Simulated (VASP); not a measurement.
## HfC (Fm-3m) under biaxial strain in the (111) plane

How do stress and energy of HfC follow biaxial strain in the (111) plane?

Calculated with VASP 6.6.1; PBEsol; plane waves and PAW (Hf_sv_GW, C); cell typed or built by script, in the first sound run; inputs show where later runs differ.

Report form: the programs' logs are mostly left out.

## 1. Set-up

The structure is cubic, space group Fm-3m (No. 225). Conventional cell: a = 4.640 Å, b = 4.640 Å, c = 4.640 Å, α = 90.00°, β = 90.00°, γ = 90.00°. Nearest to Hf lie 6 C at 2.32 Å. C has 6 Hf at 2.32 Å nearest. Farther neighbours are not listed.

As a file:

```xyz
2
Lattice="0.0000 2.3200 2.3200 2.3200 0.0000 2.3200 2.3200 2.3200 0.0000" Properties=species:S:1:pos:R:3 pbc="T T T"
Hf    0.0000    0.0000    0.0000
C     2.3200    2.3200    2.3200
```

## 2. Relax the crystal, PBEsol

The series starts from the cell that this level prefers, so that zero strain is near zero stress.

This step took 2 runs in a row; the last is shown.

Level: PBEsol; plane waves and PAW (Hf_sv_GW, C); cell typed or built by script.

The input, INCAR:

```
SYSTEM = HfC
PREC = Accurate
ENCUT = 600
EDIFF = 1E-07
NELM = 120
ISMEAR = 1
SIGMA = 0.15
LREAL = .FALSE.
ALGO = Normal
GGA = PS
NBANDS = 14
LASPH = .TRUE.
LORBIT = 11
LWAVE = .FALSE.
LCHARG = .FALSE.
KPAR = 8
IBRION = 2
NSW = 40
ISIF = 3
EDIFFG = -0.005
POTIM = 0.4
```

The input, POSCAR:

```
HfC
1.0
    0.0000000000      2.3059103484      2.3059103484
    2.3059103484      0.0000000000      2.3059103484
    2.3059103484      2.3059103484      0.0000000000
Hf C
1 1
Direct
    0.0000000000      0.0000000000      0.0000000000
    0.5000000000      0.5000000000      0.5000000000
```

The input, KPOINTS:

```
Automatic mesh
0
Gamma
19 19 19
0 0 0
```

Potentials, in the order of the species: Hf_sv_GW and C (PBE family, release 64).

The run is started by

```sh
$ mpirun -np 8 vasp_std
```

Run time: 39 s. Hardware: 8 MPI ranks of AMD EPYC 7R43, shared host; peak memory 1.9 GiB.

This run gave:

```
energy(sigma→0) of the program : -25.0013 eV
stress, compression positive   : -0.01 along [111], -0.01 across it (mean), GPa
volume                         : 24.522 Å³
ionic steps                    : 1
```

## 3. Strain along the normal, PBEsol

One member in full: the plane is strained by -1 %, and the strain along the normal is moved by secant steps until the normal stress is under 0.012 GPa or five steps are spent; the atoms relax at each step.

This step took 3 runs, each at a new trial strain with the atoms of the one before; the last is shown.

Level: PBEsol; plane waves and PAW (Hf_sv_GW, C); cell typed or built by script.

Edit INCAR of step 2 so:

```diff
@@ -15,7 +15,7 @@
 LCHARG = .FALSE.
-KPAR = 8
-IBRION = 2
-NSW = 40
-ISIF = 3
-EDIFFG = -0.005
-POTIM = 0.4
+KPAR = 2
+IBRION = 1
+NSW = 25
+ISIF = 2
+EDIFFG = -0.004
+POTIM = 0.3
```

The input, POSCAR:

```
HfC
1.0
    0.0241297310      2.3069809760      2.3069809760
    2.3069809760      0.0241297310      2.3069809760
    2.3069809760      2.3069809760      0.0241297310
Hf C
1 1
Direct
    0.0000000000      0.0000000000      0.0000000000
    0.5000000000      0.5000000000      0.5000000000
```

KPOINTS is that of step 2.

The run is started by

```sh
$ mpirun -np 2 vasp_std
```

Elapsed: 3.3 min, on 2 MPI ranks; peak memory 0.83 GiB; 6.5 min of CPU time.

Read from the output:

| Quantity | Value |
| --- | --- |
| energy(sigma→0) of the program | -24.9925 eV |
| stress, compression positive | 0.00 along [111], 5.64 across it (mean), GPa |
| ionic steps | 1 |

## 4. The whole series

The other members went through these steps as far as the tables show, with the same cutoff and, step by step, the same mesh; 21 runs are not shown. The session took 2.5 core hours (wall time by ranks) on a shared machine.

| in-plane strain (%) | strain along the normal (%) | in-plane stress, tension positive (GPa) | energy above the unstrained row, extrapolated to no smearing (meV/atom) |
| --- | --- | --- | --- |
| -2.000 | 1.146 | -11.697 | 17.761 |
| -1.500 | 0.857 | -8.619 | 9.954 |
| -1.000 | 0.570 | -5.643 | 4.433 |
| -0.500 | 0.281 | ? | ? |
| 0 | -0.003 | 0.010 | 0.000 |
| 0.500 | -0.287 | 2.700 | 0.953 |
| 1.000 | -0.570 | 5.302 | 3.945 |
| 1.500 | -0.852 | 7.818 | 8.911 |
| 2.000 | -1.136 | 10.238 | 15.812 |

## 5. A fit to the known rows

A least-squares parabola through the 8 rows shown, with e the strain in %: stress = − 0.1847 e² + 5.481 e + 0.01144 (GPa), r.m.s. residual 0.0061 GPa.

For the withheld row, e = -0.5, the fit gives -2.775 GPa.

## 6. Prediction against calculation

The calculation gives -2.771 GPa, so the prediction is 0.004 GPa too low.

Slopes at zero strain, from cubics through all rows: strain ratio -0.569, stress over strain 547 GPa.

## 7. Summary of results

```yaml
error_of_the_predicted_stress: -0.004 GPa
ratio_of_normal_to_in_plane_strain: -0.569
biaxial_modulus: 547 GPa
```

What this shows: As a check, the curvature of the energy gives 547 GPa for the same modulus (energy per volume = M × strain²), 0 % from the slope of the stress. The energy also has a linear term worth 0.11 GPa that the stress column lacks, a mark of the finite basis or of the smearing. These are static values: temperature and zero-point motion are left out. In a metal the slopes also depend on mesh and smearing, which were held through the series.

[Lines on the potential files, build, host, timing and source positions are cut from VASP's logs without a mark.]

[Logs are printed without paths, hosts, clocks, repeated set-up lines and the standing remarks that a program may print on its own settings, such as how far it seeks lower states.]

[Hosts, paths, dates, database ids (printed as entryN), source tags and the programs' standing remarks are cut or masked in the printed files.]

[In band tables of VASP the shares of atoms and orbitals are scaled to a sum of 1 inside the atoms' spheres.]
